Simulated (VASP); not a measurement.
Crystal: BeCd2S3.

```
Be Cd S
1.0
     5.91246   -3.41996    0.00000
     5.91246    3.41996    0.00000
     0.00000    0.00000    6.36184
Be Cd S
2 4 6
Direct
  0.15219 0.84781 0.00156
  0.84781 0.15219 0.50156
  0.83198 0.48554 0.00464
  0.16802 0.51446 0.50464
  0.51446 0.16802 0.00464
  0.48554 0.83198 0.50464
  0.45547 0.83609 0.90648
  0.16391 0.54453 0.90648
  0.87808 0.12192 0.84149
  0.83609 0.45547 0.40648
  0.54453 0.16391 0.40648
  0.12192 0.87808 0.34149
```

The cell was built by a generator and needn't be a form met in nature.

Base run:

- Program: VASP 6.6.1
- Functional: PBE
- Potentials or basis: VASP PAW PBE potentials, release 64 (Be, Cd, S)
- Cutoff: 520 eV
- k mesh: 4 × 4 × 4
- Occupations: gaussian, width 0.03 eV
- Spin: no spin polarisation

Its results: band gap on the k mesh 1.96 eV, direct; pressure 0.0 GPa; largest force 0.009 eV/Å.

**Question.** The run is repeated on the same cell with these changes: functional from PBE to PBEsol. What comes out?

**Answer.** Band gap on the k mesh 1.83 eV, direct; pressure -2.8 GPa; largest force 0.152 eV/Å.

PBEsol binds more tightly than PBE, so the same cell stands under less pressure.

Caveats: the PAW data sets were made with another functional, which shifts forces and pressure a little (some runs).
